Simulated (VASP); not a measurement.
Here is the system:

```xyz
8
Lattice="5.4870 0.0000 0.0000 -2.7435 4.7519 0.0000 0.0000 0.0000 4.3850" Properties=species:S:1:pos:R:3 pbc="T T T"
Ir     2.7435     3.1648     1.0962
Ir    -1.3690     3.9583     3.2887
Ir     1.3745     0.7936     1.0962
Ir     0.0000     1.5871     3.2887
Ir     4.1125     0.7936     1.0962
Ir     1.3690     3.9583     3.2887
Mo     0.0000     3.1679     1.0962
Mo     2.7435     1.5840     3.2887
```

Calculation: LDA (Ceperley-Alder, Perdew-Zunger), VASP's LDA PAW potentials (set 64) (plane waves; VASP). Run with 300 eV cut-off, 5×5×5 Γ-centred mesh, Gaussian smearing of 0.27 eV, potentials Ir Mo_sv.

At this cut-off the stress carries a Pulay error, which pulls relaxed volumes low.

Q: Give the force on each atom (eV/Å).

A: 
| atom | Fx | Fy | Fz |
|---|---|---|---|
| Ir1 | 0.000 | 0.156 | 0.000 |
| Ir2 | -0.135 | 0.078 | 0.000 |
| Ir3 | -0.135 | -0.078 | 0.000 |
| Ir4 | 0.000 | -0.156 | 0.000 |
| Ir5 | 0.135 | -0.078 | 0.000 |
| Ir6 | 0.135 | 0.078 | 0.000 |
| Mo7 | 0.000 | 0.000 | 0.000 |
| Mo8 | 0.000 | 0.000 | 0.000 |

Q: Give the stress tensor in GPa (positive for a compressed cell).

A: 
```
-5.90   0.00   0.00
 0.00  -5.90   0.00
 0.00   0.00  -7.64
```
The pressure is its mean diagonal, -6.48 GPa.

The structure comes from a measured MoIr3 entry of the Crystallography Open Database, whose conditions weren't checked. The cell was not relaxed at this level.
